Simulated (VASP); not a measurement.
A convergence study with VASP on Tl (space group no. 194 when undisturbed): a few settings are varied, all else stays as given below, so the limit is that of these other settings. One atom is moved off its site, so that forces are finite.

```xyz
2
Lattice="1.7248 -2.9875 0.0000 1.7248 2.9875 0.0000 0.0000 0.0000 5.5034" Properties=species:S:1:pos:R:3 pbc="T T T"
Tl     1.7248     0.9958     1.4259
Tl     1.7248    -0.9958     4.1276
```

All values below come from PBE GGA, VASP's PBE PAW potentials (set 64) (plane waves; VASP). The last row used: 300 eV cut-off, 11×11×6 Γ-centred mesh, Gaussian smearing of 0.10 eV, potentials Tl_d.

| setting | E (eV/atom) | pressure (GPa) | largest force (eV/Å) | irreducible k-points |
|---|---|---|---|---|
| EDIFF = 1E-01 | -2.2054 | -3.67 | 0.139 | 84 |
| EDIFF = 1E-02 | -2.2013 | 6.29 | 0.147 | 84 |
| EDIFF = 1E-03 | -2.2009 | 2.93 | 0.146 | 84 |
| EDIFF = 1E-04 | -2.2010 | 2.97 | 0.146 | 84 |
| EDIFF = 1E-05 | -2.2010 | 2.97 | 0.146 | 84 |
| EDIFF = 1E-06 | -2.2010 | 3.00 | 0.145 | 84 |
| EDIFF = 1E-07 | -2.2010 | 3.00 | 0.145 | 84 |
| EDIFF = 1E-08 | -2.2010 | 3.00 | 0.145 | 84 |
| EDIFF = 1E-10 | -2.2010 | 3.00 | 0.145 | 84 |
| EDIFF = 1E-12 | -2.2010 | 3.00 | 0.145 | 84 |

Left out are rungs that failed or repeat a setting and relaxations that didn't move; long series are thinned to 24 rows.

The structure is a typed Tl crystal (space group no. 194). The cell was not relaxed at this level, it is distorted from the ideal structure.
